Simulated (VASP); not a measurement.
# PbI₂ (1T layered): computed properties

The numbers are results of PBEsol GGA, VASP's PBE PAW potentials (set 64) (plane waves; VASP), not measurements.

| Property | Value |
|---|---|
| space group | P-3m1 (164) |
| cell | a = b = 4.5388 Å, c = 7.0321 Å, α = β = 90.00°, γ = 120.00° |
| volume per atom | 41.82 Å^3/atom |
| band gap (over mesh and band path) | 2.13 eV |
| smallest direct gap (over mesh and band path) | 2.13 eV |
| band-edge character | direct, A to A |
| density | 6.10 g/cm³ |
| optical Γ-point spectrum | 62 (×2), 76 (×2), 91, 113 cm⁻¹ |

```
CELL_PARAMETERS angstrom
      2.26938    -3.93069     0.00000
      2.26938     3.93069     0.00000
      0.00000     0.00000     7.03208
ATOMIC_POSITIONS crystal
  Pb 0.00000 0.00000 0.00000
  I  0.33333 0.66667 0.26557
  I  0.66667 0.33333 0.73443
```

Measured: gap 2.40 eV (computed value off by -0.27 eV), as given by Wikipedia, List of semiconductor materials; a 4.558 Å (computed value off by -0.4 %), c 6.986 Å (computed value off by +0.7 %), as given by B Palosz, Journal of Physics Condensed Matter (1990), doi:10.1088/0953-8984/2/24/001. The calculation is for a static lattice, while the measured a, c hold thermal and zero-point effects, which are part of the difference.   Without a dispersion term in the relaxation, distances and binding between the weakly bound layers, chains or molecules are unreliable, and so is what depends on them. Unless said otherwise, spin-orbit coupling is left out, though it shifts the bands of the heavy elements here.

The compound is PbI2 in the 1T layered structure. It was relaxed first. Symmetry was kept, so distortions that lower it aren't found.
